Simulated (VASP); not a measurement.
All values below come from r2SCAN+rVV10 with spin-orbit coupling, VASP's PBE PAW potentials (set 64) (plane waves; VASP).

Input for VASP

### POSCAR
```
GaSb
1.0
  0.0000000000   3.0523859006   3.0523859006
  3.0523859006   0.0000000000   3.0523859006
  3.0523859006   3.0523859006   0.0000000000
Ga Sb
1 1
direct
  0.0000000000   0.0000000000   0.0000000000
  0.2500000000   0.2500000000   0.2500000000
```

**INCAR**
```
METAGGA  =  R2SCAN
SIGMA  =  0.05   ! width (eV)
LSORBIT  =  .TRUE.
ENCUT  =  400
LMIXTAU  =  .TRUE.
LUSE_VDW  =  .TRUE.
LMAXMIX  =  4   ! l cut-off of mixed one-centre charges
PREC  =  Accurate
BPARAM  =  11.95
LREAL  =  .FALSE.
EDIFF  =  1E-6   ! SCF stop (eV)
ALGO  =  Normal   ! blocked Davidson
GGA_COMPAT  =  .FALSE.
LCHARG  =  .FALSE.
MAGMOM  =  6*0
LASPH  =  .TRUE.   ! aspherical one-centre terms
ISMEAR  =  0   ! Gaussian
CPARAM  =  0.0093
SYSTEM  =  GaSb
LWAVE  =  .FALSE.
NELM  =  100
```

### KPOINTS
```
kpoints
0
G
7 7 7
0 0 0
```

KPOINTS_OPT:
```
k-points along high-symmetry lines
8
Line-mode
Reciprocal
  0.000000   0.000000   0.000000 ! GAMMA
 -0.500000  -0.500000   0.000000 ! X

 -0.500000  -0.500000   0.000000 ! X
 -0.375000  -0.375000   0.250000 ! U

 -0.375000   0.000000   0.375000 ! K
  0.000000   0.000000   0.000000 ! GAMMA

  0.000000   0.000000   0.000000 ! GAMMA
  0.000000   0.000000   0.500000 ! L

  0.000000   0.000000   0.500000 ! L
 -0.500000  -0.250000   0.250000 ! W

 -0.500000  -0.250000   0.250000 ! W
 -0.500000  -0.500000   0.000000 ! X
```

POTCAR, in this order: Ga_d Sb (PBE.64 set). Program: vasp_ncl.

The resulting files:

OUTCAR:
```
 ion  position               nearest neighbor table
   1  0.000  0.000  0.000-   2 2.64   2 2.64   2 2.64   2 2.64
   2  0.250  0.250  0.250-   1 2.64   1 2.64   1 2.64   1 2.64
  LATTYP: Found a face centered cubic cell.
 ALAT       =     6.1047718012
 Subroutine PRICEL returns:
 Original cell was already a primitive cell.
 Subroutine GETGRP returns: Found 24 space group operations
The static configuration has the point symmetry T_d .
The dynamic configuration has the point symmetry T_d .
The overall configuration has the point symmetry T_d .
 Subroutine INISYM returns: Found 24 space group operations
 Subroutine IBZKPT returns following result:
 Found     30 irreducible k-points:

 Following reciprocal coordinates:
            Coordinates               Weight
  0.000000  0.000000  0.000000      1.000000
  0.142857  0.000000  0.000000      4.000000
 -0.142857  0.000000  0.000000      4.000000
  0.285714  0.000000  0.000000      4.000000
 -0.285714  0.000000  0.000000      4.000000
  0.428571  0.000000  0.000000      4.000000
 -0.428571  0.000000  0.000000      4.000000
  0.142857  0.142857  0.000000      6.000000
  0.285714  0.142857  0.000000     12.000000
 -0.285714 -0.142857  0.000000     12.000000
  0.428571  0.142857  0.000000     12.000000
 -0.428571 -0.142857  0.000000     12.000000
 -0.428571  0.142857  0.000000     12.000000
  0.428571 -0.142857  0.000000     12.000000
 -0.285714  0.142857  0.000000     12.000000
  0.285714 -0.142857  0.000000     12.000000
 -0.142857  0.142857  0.000000     12.000000
  0.285714  0.285714  0.000000      6.000000
  0.428571  0.285714  0.000000     12.000000
 -0.428571 -0.285714  0.000000     12.000000
 -0.428571  0.285714  0.000000     12.000000
  0.428571 -0.285714  0.000000     12.000000
 -0.285714  0.285714  0.000000     12.000000
  0.428571  0.428571  0.000000      6.000000
 -0.428571  0.428571  0.000000     12.000000
  0.428571  0.285714  0.142857     24.000000
 -0.428571  0.285714  0.142857     24.000000
  0.428571 -0.285714 -0.142857     24.000000
 -0.428571  0.428571  0.142857     24.000000
 -0.285714  0.428571  0.142857     24.000000
   k-points           NKPTS =     30   k-points in BZ     NKDIM =     30   number of bands    NBANDS=     26
   number of dos      NEDOS =    301   number of ions     NIONS =      2
   total plane-waves  NPLWV =  21952
   dimension x,y,z NGX =    28 NGY =   28 NGZ =   28
   dimension x,y,z NGXF=    56 NGYF=   56 NGZF=   56
   ions per type =               1   1
   PREC   = accura    normal or accurate (medium, high low for compatibility)
   ISTART =      0    job   : 0-new  1-cont  2-samecut
   ICHARG =      2    charge: 1-file 2-atom 10-const
   ISPIN  =      1    spin polarized calculation?
   LNONCOLLINEAR =      T non collinear calculations
   LSORBIT =      T    spin-orbit coupling
   INIWAV =      1    electr: 0-lowe 1-rand  2-diag
   ENCUT  =  400.0 eV  29.40 Ry    5.42 a.u.   7.04  7.04  7.04*2*pi/ulx,y,z
   NELM   =    100;   NELMIN=  2; NELMDL= -5     # of ELM steps
   EDIFF  = 0.1E-05   stopping-criterion for ELM
   LREAL  =      F    real-space projection
   NLSPLINE    = F    spline interpolate recip. space projectors
   LMAXMIX     =    4 max onsite mixed and CHGCAR
   VOSKOWN=      0    Vosko Wilk Nusair interpolation
   EDIFFG = 0.1E-04   stopping-criterion for IOM
   NSW    =      0    number of steps for IOM
   NBLOCK =      1;   KBLOCK =      1    inner block; outer block
   IBRION =     -1    ionic relax: 0-MD 1-quasi-New 2-CG
   NFREE  =      0    steps in history (QN), initial steepest desc. (CG)
   ISIF   =      2    stress and relaxation
   ISYM   =      2    0-nonsym 1-usesym 2-fastsym
   TEIN   =    0.0    initial temperature
...
```

OSZICAR:
```
       N       E                     dE             d eps       ncg     rms          rms(c)
DAV:   1     0.725027385268E+02    0.72503E+02   -0.74755E+03  1584   0.155E+03
DAV:   2    -0.276782533766E+02   -0.10018E+03   -0.97154E+02  1732   0.353E+02
DAV:   3    -0.385653072065E+02   -0.10887E+02   -0.10741E+02  1960   0.107E+02
DAV:   4    -0.388632812289E+02   -0.29797E+00   -0.29704E+00  1738   0.191E+01
DAV:   5    -0.388715227081E+02   -0.82415E-02   -0.82356E-02  2036   0.301E+00    0.335E+00
DAV:   6    -0.369911455483E+02    0.18804E+01   -0.41215E-01  1800   0.115E+01    0.224E+00
DAV:   7    -0.369513659676E+02    0.39780E-01   -0.30850E-01  1688   0.702E+00    0.128E+00
DAV:   8    -0.370163478955E+02   -0.64982E-01   -0.17114E-01  1608   0.431E+00    0.253E-01
DAV:   9    -0.370303279745E+02   -0.13980E-01   -0.96337E-03  1778   0.928E-01    0.207E-01
DAV:  10    -0.370229506781E+02    0.73773E-02   -0.23886E-03  1642   0.421E-01    0.339E-01
DAV:  11    -0.370325982093E+02   -0.96475E-02   -0.19659E-02  1578   0.121E+00    0.101E-01
DAV:  12    -0.370326185063E+02   -0.20297E-04   -0.15275E-03  1664   0.411E-01    0.423E-02
DAV:  13    -0.370324994849E+02    0.11902E-03   -0.13340E-04  1730   0.974E-02    0.313E-02
DAV:  14    -0.370330325728E+02   -0.53309E-03   -0.21273E-04  1580   0.137E-01    0.336E-02
DAV:  15    -0.370330564111E+02   -0.23838E-04   -0.28557E-05  1778   0.721E-02    0.176E-02
DAV:  16    -0.370330594300E+02   -0.30189E-05   -0.35083E-05  1594   0.480E-02    0.106E-02
DAV:  17    -0.370330607229E+02   -0.12929E-05   -0.85225E-06  1930   0.396E-02    0.673E-03
DAV:  18    -0.370330606274E+02    0.95493E-07   -0.38562E-07  1100   0.651E-03
   1 F= -.37033061E+02 E0= -.37033061E+02  d E =-.104191E-06  mag=     0.0000    -0.0000    -0.0000
       N       E                     dE             ncg
       N       E                     dE             ncg
```

**OUTCAR**
```
------------------------ aborting loop because EDIFF is reached ----------------------------------------
  FORCE on cell =-STRESS in cart. coord.  units (eV):
  Direction    XX          YY          ZZ          XY          YZ          ZX
  --------------------------------------------------------------------------------------
  Total        0.0222834      0.0222834      0.0222834      0.0000000      0.0000000      0.0000000
  in kB        0.6276867      0.6276867      0.6276867      0.0000000      0.0000000      0.0000000
  external PRESSURE =       0.6276867 kB  Pullay stress =       0.0000000 kB
  volume of cell :       56.88
      direct lattice vectors                 reciprocal lattice vectors
     0.000000000  3.052385901  3.052385901    -0.163806287  0.163806287  0.163806287
     3.052385901  0.000000000  3.052385901     0.163806287 -0.163806287  0.163806287
     3.052385901  3.052385901  0.000000000     0.163806287  0.163806287 -0.163806287
  FREE ENERGIE OF THE ION-ELECTRON SYSTEM (eV)
  ---------------------------------------------------
  free  energy   TOTEN  =       -37.0330606274 eV

  energy  without entropy=      -37.0330605233  energy(sigma->0) =      -37.03306058

 Ion:    1  E_soc:     -0.0119138

 Ion:    2  E_soc:     -0.1147126
```
(Selected blocks of OUTCAR.)

**OUTCAR**
```
 val. band max:        4.9674261770   @ k =   0.0000   0.0000   0.0000

 cond. band min:       5.2450523548   @ k =   0.0000   0.0000   0.0000


 Fermi energy:         5.1091880297

 k-point     1 :       0.0000    0.0000    0.0000
  band No.  band energies     occupation
      1     -11.0121      1.00000
      2     -11.0121      1.00000
      3     -11.0121      1.00000
      4     -11.0121      1.00000
      5     -10.5757      1.00000
      6     -10.5757      1.00000
      7     -10.5360      1.00000
      8     -10.5360      1.00000
      9     -10.5360      1.00000
     10     -10.5360      1.00000
     11      -7.2377      1.00000
     12      -7.2377      1.00000
     13       4.2814      1.00000
     14       4.2814      1.00000
     15       4.9674      0.99997
     16       4.9674      0.99997
     17       4.9674      0.99997
     18       4.9674      0.99997
     19       5.2451      0.00006
     20       5.2451      0.00006
     21       7.5718      0.00000
     22       7.5718      0.00000
     23       7.7748      0.00000
     24       7.7748      0.00000
     25       7.7748      0.00000
     26       7.7748      0.00000

 k-point     2 :       0.1429    0.0000    0.0000
  band No.  band energies     occupation
      1     -11.0133      1.00000
      2     -11.0130      1.00000
      3     -11.0130      1.00000
      4     -11.0097      1.00000
      5     -10.5756      1.00000
      6     -10.5756      1.00000
      7     -10.5384      1.00000
      8     -10.5384      1.00000
      9     -10.5360      1.00000
     10     -10.5320      1.00000
     11      -7.0154      1.00000
     12      -7.0154      1.00000
     13       2.4337      1.00000
     14       2.4337      1.00000
     15       4.1948      1.00000
     16       4.1948      1.00000
     17       4.6160      1.00000
     18       4.6166      1.00000
     19       6.0943      0.00000
     20       6.0943      0.00000
     21       8.0845      0.00000
     22       8.0845      0.00000
...
```

The structure comes from a measured GaSb entry (F-43m) of the Crystallography Open Database, whose conditions weren't checked. It was relaxed first.
